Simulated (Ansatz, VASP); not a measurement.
# Cross-check of NiSeS (1T-NiSSe monolayer) between VASP and Ansatz

Wanted: the spread between two codes on one cell, functional and k mesh. Of the first pair: The structure shown is the start of the Ansatz relaxation below; VASP solves that cell, so the two are compared at the walk's first step.

Calculated with Ansatz 0.2.0; plane waves, with VASP 6.6.1 beside it; single point at PBE with D3(BJ).

### 1. Set-up

The cell holds 3 atoms: 1 Se, 1 Ni and 1 S. Its edges and angles: a = 3.450 Å, b = 3.450 Å, c = 28.042 Å, α = 90.0°, β = 90.0°, γ = 120.0°. Vacuum lies along c. The height across the vacuum is the one that the program set for its solve, not the one typed.

As a file:

```cif
data_structure
_symmetry_space_group_name_H-M 'P 1'
_symmetry_Int_Tables_number 1
_cell_length_a 3.4500
_cell_length_b 3.4500
_cell_length_c 28.0420
_cell_angle_alpha 90.000
_cell_angle_beta 90.000
_cell_angle_gamma 120.000
_cell_volume 289.05
loop_
_atom_site_label
_atom_site_type_symbol
_atom_site_fract_x
_atom_site_fract_y
_atom_site_fract_z
_atom_site_occupancy
Se1 Se 0.66667 0.33333 0.32095 1
Ni2 Ni 0.00000 0.00000 0.36447 1
S3 S 0.33333 0.66667 0.39658 1
```

### 2. Ansatz: relaxation, PBE with D3(BJ)

Ansatz runs on its default PAW (the set named soft_2) files.

The two programs are compared at the cell with which this relaxation starts, whose forces are those of its first step.

input.yaml

```yaml
crystal:
  lattice:
    - [3.45, 0.0, 0.0]
    - [-1.725, 2.9877876431, 0.0]
    - [0.0, 0.0, 20.1210168115]
  atoms:
    - { symbol: Se, position: [0.6666666667, 0.3333333333, 0.4472934984] }
    - { symbol: Ni, position: [0.0, 0.0, 0.5079469007] }
    - { symbol: S, position: [0.3333333333, 0.6666666667, 0.5527065016] }
  periodic: [true, true, false]
kpoints:
  mp_grid: { grid: [12, 12, 1] }
hamiltonian:
  xc: pbe
  dispersion: d3bj
scf:
  occupations: { method: fermi_dirac, width: 0.05 }
  convergence: { dr2_threshold: 1.0e-09 }
relax:
  f_tol: 0.004
  max_steps: 90
  cell: {}
output:
  write_potential: true
  write_density: true
  volumetric_format: npy
```

On the command line:

```bash
> ansatz run input.yaml --threads 2 --pin off --max-ram 3072MiB --backend cpu --events-out ev --progress --plain --runs-dir out
```

Numbers of over 12 decimals in the logs are rounded to 6 here.

The program printed:

```text
Warning: crystal.periodic: the lattice vector that does not repeat stood 0.000° off the slab's normal, 20.121 Å along it as the deck builds it. The run solves the slab on a vector along the normal, 28.042 Å long, with every atom where it was (on the deck's vector they left 18.00 Å outside them, and the widest stretch free of ions among them is 1.22 Å). A fractional position that the run reports is one of the run's ce [...]
Warning: relax.cell: scf.convergence.dr2_threshold = 1e-9 eV is looser than the 2.04194080394e-10 eV advised for a relaxation that steers and ends on the stress (1e-10 eV for each atom of the cell: 3, times the square of relax.cell.stress_2d_tol = 0.05 N/m over 12.1 Å (the atoms' height at the walk's start and 5 Å past either face), 4.125e-2 GPa, over a crystal's default 0.05). What an SCF threshold leaves in a stress goes as its square root, and in the free energy as the threshold itself, and one threshold admits the most on a small cell: [figures from the program's tests cut] Set scf.convergence.dr2_threshold to 2.04194080394e-10 eV or tighter. [rest of the remark cut]
crystal.periodic: the lattice vector that does not repeat stood 0.000° off the slab's normal, 20.121 Å along it as the deck builds it. The run solves the slab on a vector along the normal, 28.042 Å long, with every atom where it was (on the deck's vector they left 18.00 Å outside them, and the widest stretch free of ions among them is 1.22 Å). A fractional position that the run reports is one of the run's cell, which [...]
Engine: ansatz 0.2.0, aarch64-unknown-linux-gnu
Pseudopotentials: kind: paw
Pseudopotential: Se, paw, valence charge 16, recommended cutoff 420 eV (normal), Se.paw.azcp
Pseudopotential: Ni, paw, valence charge 18, recommended cutoff 420 eV (normal), Ni.paw.azcp
Pseudopotential: S, paw, valence charge 6, recommended cutoff 420 eV (normal), S.paw.azcp
Functional definition: PBE
  parameter kappa = 0.804
  parameter beta = 0.066725
  exchange = pbe_x(kappa = kappa, mu = beta*pi^2/3)
  correlation = pbe_c(beta = beta)
Crystal: 3 atoms, lattice volume = 289.054 Å³
Basis set: ecut = 420 eV, 5577 PW (Γ), exchange–correlation on 48×48×384 points (8 copies of the dense FFT grid, shifted against one another)
Bands: 24, of which v1, the nominal top of the filled ones, is band 20 counted from 1 (19 counted from 0)
Symmetry: 6 space group operations
Space group: P3m1 (ITA 156), of the structure as read, at distance tolerance 6.6e-5 Å
[...]
SCF iter   4: F=—  HF=-12212.300869 eV  |F-HF|=—  |Δ(HF+E_count)|=   1.47e-5  Δρ=1.74e-5  dr2=6.62e-6  ethr=6.38e-8  ⟨swp⟩=1.7  Hψ=575  notcnv=0
SCF iter   5: F=—  HF=-12212.300874 eV  |F-HF|=—  |Δ(HF+E_count)|=   4.83e-6  Δρ=5.47e-6  dr2=5.25e-7  ethr=1.65e-8  ⟨swp⟩=1.9  Hψ=558  notcnv=0
SCF iter   6: F=—  HF=-12212.300872 eV  |F-HF|=—  |Δ(HF+E_count)|=   1.73e-6  Δρ=1.53e-6  dr2=1.09e-8  ethr=1.31e-9  ⟨swp⟩=2.2  Hψ=616  notcnv=0
SCF iter   7: F=—  HF=-12212.300872 eV  |F-HF|=—  |Δ(HF+E_count)|=   1.33e-8  Δρ=5.54e-7  dr2=1.71e-9  ethr=2.72e-11  ⟨swp⟩=3.1  Hψ=940  notcnv=0
SCF iter   8: F=—  HF=-12212.300872 eV  |F-HF|=—  |Δ(HF+E_count)|=  7.24e-10  Δρ=5.95e-7  dr2=1.12e-9  ethr=2.50e-12  ⟨swp⟩=10.9  Hψ=3427  notcnv=0
SCF iter   9: F=-12212.300872 eV  HF=-12212.300872 eV  |F-HF|=1.47e-10  |Δ(HF+E_count)|=  1.29e-10  Δρ=1.82e-7  dr2=1.38e-10  ethr=2.50e-12  ⟨swp⟩=9.0  Hψ=2877  notcnv=0
SCF 5 converged in 9 iterations: F = -12212.300872 eV  dr2 = 1.38e-10
relax step   5: F+E_penalty+E_count = -12212.30087245 eV  Δ(F+E_penalty+E_count) = -6.207e-5 eV  max|allowed force component| = 2.617e-3 eV/Å  Δτ_max = 0.0031 Å  P = -0.012 N/m  Ω = 281.550 Å³  energy of the carried Pulay correction = +2.270e-4 eV  fix = [c, alpha, beta]  reactions: c -0.000 N/m  (9 SCF iters, accepted)
Initial wavefunctions: pseudopotential atomic-orbital guess (no wavefunctions were taken with the density)
iter 1 solved again at ethr=1.18e-6 eV; its pass at ethr=3.10e-3 eV (dr2=4.72e-4 eV) is discarded
SCF iter   1: F=—  HF=-12212.300739 eV  |F-HF|=—  |Δ(HF+E_count)|=         —  Δρ=9.40e-6  dr2=4.65e-8  ethr=1.18e-6  ⟨swp⟩=5.5  Hψ=4863  notcnv=0
eigensolver tolerance schedule: the retry pair's looser diagonalisation over-reported the residual by 10140.48 of it (diagonalisation noise at an unbounded share of the residual, at the tolerance the schedule requests for it); recorded, not acted on — ethr = c·dr2/N_el stays at c = 1.0e-1
preconditioner: auto → LDOS  [insulator: Δε(μ)=0.252 eV  Ē_g=8.356 eV  σ=0.050 eV  W_gap=0.82  n_scr=16 (ndim 8)  ℏωp=10.4 eV  f_vac=0.781  D(μ)=0.21/eV (n_scr^D=2)  ε∞_Penn≈2.5  β→1.0]
SCF iter   2: F=—  HF=-12212.300683 eV  |F-HF|=—  |Δ(HF+E_count)|=   5.67e-5  Δρ=4.86e-5  dr2=4.61e-6  ethr=1.16e-10  ⟨swp⟩=5.3  Hψ=1655  notcnv=0
SCF iter   3: F=—  HF=-12212.300682 eV  |F-HF|=—  |Δ(HF+E_count)|=   9.35e-7  Δρ=2.78e-5  dr2=1.73e-6  ethr=1.16e-10  ⟨swp⟩=3.5  Hψ=1048  notcnv=0
SCF iter   4: F=—  HF=-12212.300682 eV  |F-HF|=—  |Δ(HF+E_count)|=   3.60e-7  Δρ=8.26e-6  dr2=1.64e-7  ethr=1.16e-10  ⟨swp⟩=2.9  Hψ=973  notcnv=0
SCF iter   5: F=—  HF=-12212.300682 eV  |F-HF|=—  |Δ(HF+E_count)|=   5.15e-8  Δρ=1.87e-6  dr2=6.34e-9  ethr=1.16e-10  ⟨swp⟩=2.3  Hψ=652  notcnv=0
SCF iter   6: F=-12212.300682 eV  HF=-12212.300682 eV  |F-HF|=1.60e-8  |Δ(HF+E_count)|=   1.75e-8  Δρ=4.59e-7  dr2=3.93e-10  ethr=2.50e-12  ⟨swp⟩=12.9  Hψ=4179  notcnv=0
SCF 6 converged in 6 iterations: F = -12212.300682 eV  dr2 = 3.93e-10
relax step   6: F+E_penalty+E_count = -12212.30068202 eV  Δ(F+E_penalty+E_count) = +1.904e-4 eV  max|allowed force component| = 2.501e-3 eV/Å  Δτ_max = 0.0000 Å  P = -0.012 N/m  Ω = 281.550 Å³  fix = [c, alpha, beta]  reactions: c -0.000 N/m  stress off target by 1.24e-2 N/m on what of the cell is left free  SCF on the basis re-selected at this cell (its energy is not comparable with the rows above)  (6 SCF iters)
basis re-selected at this cell: Δ(F+E_penalty+E_count) = +1.904e-4 eV, ΔP = -0.001 N/m vs the last step (what re-selecting the basis moved, of the pressure what is left beyond the Pulay correction that the steps carried, after the strain that the cell walked since its last selection, with what the two solves' SCF thresholds leave and, on support functions, any second-order correction that the steps lacked; it is no m [...]
WARN: The input density's exchange-correlation potential varies sharply where the density is thin. Do not read a vacuum level from v_tot or v_xc, or from such a field of the output density. On a cell that repeats whose density bears no net charge and no dipole along the vacuum's axis use v_es (v_loc + v_h of the components); under efield.dipole_correction with no amplitude use v_es + v_field, which holds any external [...]
SCF converged after 6 iterations
Free energy (F): -12212.300682 eV
Harris-Foulkes:  -12212.300682 eV  (|F-HF|=1.60e-8)
Internal energy: -12212.298253 eV  (E = F + TS)
E sigma→0 (E₀):  -12212.299468 eV
Entropy (-TS):   -0.002429 eV (-0.810 meV/atom)
Fermi energy:    -5.199800 eV
--- Per-component energies (eV) ---
  E_band       = -1395.186051
  E_kinetic    = 506.292699
  E_local      = -91643.838197  (includes V_loc(G=0)·N_el)
  E_nonlocal   = 65.473284
  E_hartree    = 45138.899159
  E_xc         = -285.840365
  E_vxc        = -294.606880  (∫ρ·V_xc dr)
  E_paw        = -4138.606375  (= ΣΔE_a)
  E_vpaw       = -306.302604  (= ΣTr[D̂ρ^β])
  E_aug_tail   = -0.000043  (compensation charges beyond the density's cutoff)
  E_ewald      = 38146.081690
  E_disp       = -0.760105  (pairwise vdW)
  E_smearing   = -0.002429  (= −TS)
  E_closure    = 0.000000  (closes the sum)
  Σ components = -12212.300682   (vs F -12212.300682, Δ=0.00e0)
--- Forces (eV/Å), atoms counted from 1 ---
  atom   1  Se     0.00000000     0.00000000     0.00250104
  atom   2  Ni    -0.00000000    -0.00000000    -0.00128865
  atom   3  S      0.00000000     0.00000000    -0.00121338
  max |Σ_I F_I| component: 9.90e-7 eV/Å
--- 2D stress c σ (N/m, compression-positive) ---
       -0.012427      -0.000000      -0.000000
       -0.000000      -0.012427      -0.000000
       -0.000000      -0.000000      -0.000000
  P = ½ c Tr σ = -0.0124 N/m
--- Band table (eV; the first three rows and the last of 19) ---
  k-point 0: bands = [... 16 lower, -7.0292, -6.1896, -5.2904, -5.2904, -3.5614, -3.5614, -0.9231, -0.1303]
  k-point 1: bands = [... 16 lower, -7.0783, -6.1223, -5.6125, -5.3934, -3.9728, -3.6183, -0.7907, 0.0055]
  k-point 2: bands = [... 16 lower, -7.2915, -6.3178, -5.7672, -5.6993, -4.7499, -3.7198, -0.4431, 0.3300]
  k-point 18: bands = [... 16 lower, -8.4187, -7.6179, -7.0211, -6.8324, -4.9496, -4.4877, 1.0405, 2.6304]
  the weakly bound empty levels are not read free of the cell's end (no_gap_told)
--- Relaxed structure (5 steps of the walk, 5 accepted, 1 SCFs on fresh bases) ---
  F+E_penalty+E_count = -12212.30068202 eV   max|allowed force component| = 2.501e-3 eV/Å   (the final SCF, on the basis selected at the relaxed cell)
  cell:  # Å, volume = 281.5504 Å³
    - [3.404928, -1.66798344327287e-18, 0]
    - [-1.702464, 2.948755, 0]
    - [0, 0, 28.042034]
  atoms:
    - { symbol: Se, position: [0.666667, 0.333333, 0.316225] }
    - { symbol: Ni, position: [-1.6911596424259996e-18, 0, 0.362593] }
    - { symbol: S, position: [0.333333, 0.666667, 0.403180] }
```

### 3. VASP: single point, PBE with D3(BJ), start cell, pair 1

The same cell, functional, mesh and smearing now go to VASP, with its own data sets.

Lines of VASP's logs that name or quote its potential files are left out, and so is its time.

INCAR

```
SYSTEM = NiSeS
PREC = Accurate
ENCUT = 520
EDIFF = 1E-06
NELM = 120
ISMEAR = -1
SIGMA = 0.05
LREAL = .FALSE.
ALGO = Normal
GGA = PE
IVDW = 12
NBANDS = 17
LASPH = .TRUE.
LORBIT = 11
LWAVE = .FALSE.
LCHARG = .FALSE.
ISIF = 2
LDIPOL = .TRUE.
IDIPOL = 3
DIPOL = 0.5 0.5 0.361
LVHAR = .TRUE.
GGA_COMPAT = .FALSE.
EFERMI = MIDGAP
NELMDL = -8
```

POSCAR

```
NiSeS
1.0
    3.4500000000      0.0000000000      0.0000000000
   -1.7250000000      2.9877880000      0.0000000000
    0.0000000000      0.0000000000     28.0420340000
Se Ni S
1 1 1
Direct
    0.6666666109      0.3333332218      0.3209467616
    0.9999999442      0.9999998885      0.3644674277
    0.3333332776      0.6666665551      0.3965838213
```

KPOINTS

```
Automatic mesh
0
Gamma
12 12 1
0 0 0
```

PAW data sets: Se, Ni and S (PBE family, release 64).

On the command line:

```bash
> mpirun -np 1 vasp_std
```

The program printed:

```text
[banner, memory and clock lines left out]
running    1 mpi-ranks, on    1 nodes
 distrk:  each k-point on    1 cores,    1 groups
 distr:  one band on    1 cores,    1 groups

 POSCAR found type information on POSCAR SeNiS
 POSCAR found :  3 types and       3 ions
 LDA part: xc-table for (Slater+PW92), standard interpolation
 POSCAR, INCAR and KPOINTS ok, starting setup
 FFT: planning ... GRIDC
 FFT: planning ... GRID_SOFT
 FFT: planning ... GRID
 WAVECAR not read
 entering main loop
       N       E                     dE             d eps       ncg     rms          rms(c)
DAV:   1     0.162244276888E+03    0.16224E+03   -0.74264E+03   646   0.939E+02
DAV:   2     0.604756448482E+01   -0.15620E+03   -0.15038E+03   899   0.214E+02
DAV:   3    -0.152446869097E+02   -0.21292E+02   -0.20974E+02   746   0.858E+01
DAV:   4    -0.159215180150E+02   -0.67683E+00   -0.67607E+00   943   0.190E+01
DAV:   5    -0.159343556314E+02   -0.12838E-01   -0.12835E-01   936   0.228E+00
DAV:   6    -0.159348162709E+02   -0.46064E-03   -0.46062E-03  1031   0.391E-01
DAV:   7    -0.159348291700E+02   -0.12899E-04   -0.12899E-04   985   0.520E-02
DAV:   8    -0.159348296961E+02   -0.52612E-06   -0.52566E-06   896   0.826E-03    0.185E+01
DAV:   9    -0.231611423458E+02   -0.72263E+01   -0.65842E+01   681   0.178E+02    0.341E+01
DAV:  10    -0.159768930336E+02    0.71842E+01   -0.94116E+00   815   0.681E+01    0.162E+01
DAV:  11    -0.137473010803E+02    0.22296E+01   -0.14125E+01   867   0.895E+01    0.721E+00
DAV:  12    -0.134790965348E+02    0.26820E+00   -0.33765E+00   897   0.305E+01    0.181E+00
DAV:  13    -0.134791844516E+02   -0.87917E-04   -0.20189E-01   830   0.407E+00    0.101E+00
DAV:  14    -0.134758251879E+02    0.33593E-02   -0.78012E-03  1004   0.919E-01    0.640E-01
[...]
DAV:  22    -0.134737045699E+02   -0.30574E-04   -0.21635E-06   651   0.102E-02    0.122E-02
DAV:  23    -0.134737351076E+02   -0.30538E-04   -0.31393E-06   641   0.241E-02    0.393E-03
DAV:  24    -0.134737466551E+02   -0.11547E-04   -0.10609E-06   722   0.790E-03    0.143E-03
DAV:  25    -0.134737538637E+02   -0.72086E-05   -0.20104E-07   685   0.629E-03    0.180E-03
DAV:  26    -0.134737604968E+02   -0.66331E-05   -0.22547E-07   640   0.480E-03    0.804E-04
DAV:  27    -0.134737621589E+02   -0.16620E-05   -0.44951E-08   720   0.170E-03    0.820E-04
DAV:  28    -0.134737643861E+02   -0.22272E-05   -0.73504E-08   643   0.302E-03    0.264E-04
DAV:  29    -0.134737647777E+02   -0.39166E-06   -0.84086E-09   646   0.857E-04
   1 F= -.14233184E+02 E0= -.14231559E+02  d E =-.325087E-02
```

From OUTCAR (step 3):

```text
ion  position               nearest neighbor table
   1  0.667  0.333  0.321-   2 2.34   2 2.34   2 2.34
   2  1.000  1.000  0.364-   3 2.19   3 2.19   3 2.19   1 2.34   1 2.34   1 2.34
   3  0.333  0.667  0.397-   2 2.19   2 2.19   2 2.19

  LATTYP: Found a hexagonal cell.
 ALAT       =     3.4500000000
 C/A-ratio  =     8.1281257971

 Subroutine GETGRP returns: Found  6 space group operations
 (whereof  6 operations were pure point group operations)

The static configuration has the point symmetry C_3v.

 Found     19 irreducible k-points:

   k-points           NKPTS =     19   k-points in BZ     NKDIM =     19   number of bands    NBANDS=     17

   dimension x,y,z NGX =    28 NGY =   28 NGZ =  210
   dimension x,y,z NGXF=    56 NGYF=   56 NGZF=  420

   ENCUT  =  520.0 eV  38.22 Ry    6.18 a.u.   6.41  6.41 52.14*2*pi/ulx,y,z

   NELECT =      22.0000    total number of electrons

 k-points in reciprocal lattice and weights: Automatic mesh
   0.00000000  0.00000000  0.00000000       0.007
   0.08333333 -0.00000000  0.00000000       0.042
   0.16666667 -0.00000000  0.00000000       0.042
   0.25000000 -0.00000000  0.00000000       0.042
   0.33333333  0.00000000  0.00000000       0.042
   0.41666667 -0.00000000  0.00000000       0.042
   0.50000000 -0.00000000  0.00000000       0.021
   0.08333333  0.08333333  0.00000000       0.042
   0.16666667  0.08333333  0.00000000       0.083
[...]
0.33333333  0.25000000  0.00000000       0.083
   0.33333333  0.33333333  0.00000000       0.014

 dipolmoment           0.000000      0.000000      0.038511 electrons x Angstroem

 average (electrostatic) potential at core
       1 -62.1700       2 -95.6081       3 -95.2706

 E-fermi :  -2.9784

 k-point     1 :       0.0000    0.0000    0.0000
  band No.  band energies     occupation
    ...
      7      -6.0204      2.00000
      8      -4.8596      2.00000
      9      -3.7769      2.00000
     10      -3.5158      1.99996
     11      -3.5158      1.99996
     12      -1.6408      0.00000
     13      -1.6408      0.00000
     14       1.0710      0.00000
     15       1.7173      0.00000
     16       1.8847      0.00000
    ...

 k-point     2 :       0.0833   -0.0000    0.0000
  band No.  band energies     occupation
    ...
      7      -6.0729      2.00000
      8      -4.9104      2.00000
      9      -4.0287      2.00000
     10      -3.6623      2.00000
     11      -3.5498      1.99998
     12      -1.9245      0.00000
     13      -1.6431      0.00000
     14       1.2107      0.00000
     15       1.9004      0.00000
     16       2.0087      0.00000
    ...

 k-point     3 :       0.1667   -0.0000    0.0000
  band No.  band energies     occupation
    ...
      7      -6.2084      2.00000
      8      -5.2218      2.00000
      9      -4.5095      2.00000
     10      -4.0538      2.00000
     11      -3.3165      1.99769
     12      -2.5819      0.00072
     13      -1.6343      0.00000
     14       1.5473      0.00000
     15       2.2326      0.00000
     16       2.3560      0.00000
    ...

 Edisp (eV)   -0.75942

  Total       2.22879     2.22879     3.23353     0.00000     0.00000     0.00000
  in kB      12.35381    12.35382    17.92295     0.00000     0.00000     0.00000
  external pressure =       14.21 kB  Pullay stress =        0.00 kB

  energy-cutoff  :      520.00
  volume of cell :      289.05
      direct lattice vectors                 reciprocal lattice vectors
     3.450000000  0.000000000  0.000000000     0.289855072  0.167347884  0.000000000
    -1.725000000  2.987788000  0.000000000     0.000000000  0.334695768  0.000000000
     0.000000000  0.000000000 28.042034000     0.000000000  0.000000000  0.035660751

 POSITION                                       TOTAL-FORCE (eV/Angst)
 -----------------------------------------------------------------------------------
      1.72500      0.99593      9.00000        -0.000000     -0.000000     -1.049660
      1.72500      2.98779     10.22041        -0.000000     -0.000000     -1.128332
      0.00000      1.99186     11.12102         0.000000      0.000000      2.177992
 -----------------------------------------------------------------------------------
    total drift:                                0.000000      0.000255      0.000309

  FREE ENERGIE OF THE ION-ELECTRON SYSTEM (eV)
  ---------------------------------------------------
  free  energy   TOTEN  =       -14.2331839906 eV

  energy  without entropy=      -14.2299331198  energy(sigma->0) =      -14.23155856

 vacuum level on the upper side and lower side of the slab         2.347         1.671

 total charge
# of ion       s       p       d       tot
------------------------------------------
    1        1.494   2.253   0.062   3.809
    2        0.509   0.727   8.374   9.610
    3        1.364   2.302   0.000   3.666
--------------------------------------------------
tot          3.367   5.283   8.436  17.086

[... 3 further parts left out ...]
```

(Continued in part 2 of 2.)

[Lines on the potential files, build, host, timing and source positions are cut from VASP's logs without a mark.]

[Logs are printed without paths, hosts, clocks, repeated set-up lines and the standing remarks that a program may print on its own settings, such as how far it seeks lower states.]

[Hosts, paths, dates, database ids (printed as entryN), source tags and the programs' standing remarks are cut or masked in the printed files.]
